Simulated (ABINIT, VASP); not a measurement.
An input for ABINIT (PBE+U, PAW (JTH v2.0 PBE PAW)):

```
# ZrS2, JTH v2.0 PBE PAW
pp_dirpath "./"
pseudos "Zr.GGA_PBE-JTH.xml, S.GGA_PBE-JTH.xml"
acell 3.6600000128 3.6600000128 18.7300000000 Angstrom
rprim
         1.0000000000   -0.0000000008    0.0000000000
        -0.4999999993    0.8660254042    0.0000000000
         0.0000000000    0.0000000000    1.0000000000
natom 6
ntypat 2
znucl 40 16
typat 1 1 2 2 2 2
xred
         0.0000000000    0.0000000000    0.3446340000
         0.0000000000    0.0000000000    0.6553660000
         0.3333333333    0.6666666667    0.4223170000
         0.6666666667    0.3333333333    0.2669510000
         0.3333333333    0.6666666667    0.7330490000
         0.6666666667    0.3333333333    0.5776830000
ecut 21
pawecutdg 42
pawxcdev 0
usepawu 1
lpawu 2 -1
upawu 8 0 eV
jpawu 0 0 eV
occopt 7
tsmear 0.00367493
nband 31
kptopt 1
ngkpt 5 5 1
nshiftk 1
shiftk 0 0 0
nstep 80
tolvrs 1.0e-08
diemac 10
prtwf 0
prtden 0
enunit 1
```

Q: Translate it to VASP.

A: One set of files that does it:

### KPOINTS
```
Regular mesh
0
gamma
 5 5 1
```

POSCAR:
```
ZrS2
1
    3.6600000000     0.0000000000     0.0000000000
   -1.8300000000     3.1696530000     0.0000000000
    0.0000000000     0.0000000000    18.7300000000
Zr S
2 4
Direct
  0.0000000000   0.0000000000   0.3446340000
  0.0000000000   0.0000000000   0.6553660000
  0.3333330000   0.6666670000   0.4223170000
  0.6666670000   0.3333330000   0.2669510000
  0.3333330000   0.6666670000   0.7330490000
  0.6666670000   0.3333330000   0.5776830000
```

INCAR:
```
LDAUU=8.0 0
ALGO=Normal
PREC=Accurate
LREAL=F
ISIF=2
SYSTEM=ZrS2
LCHARG=F
SIGMA=0.1   ! width (eV)
EDIFF=1E-6   ! SCF stop (eV)
LDAUL=2 -1
LMAXMIX=4   ! l cut-off of mixed one-centre charges
LDAU=T
LDAUTYPE=2   ! Dudarev
ISMEAR=0   ! Gaussian
GGA=PE   ! PBE
LDAUJ=0 0
LWAVE=F
LASPH=T   ! aspherical one-centre terms
NELM=100   ! most electronic steps
ENCUT=300   ! plane-wave cut-off (eV)
```

POTCAR, in this order: Zr_sv S (PBE.64 set). Program: vasp_std.

Both are inputs of real runs that ended normally. What can't carry over is the choice of potentials or basis and its cut-off, and each code's defaults.

The cell is a sheet with vacuum, built from a generated structure.
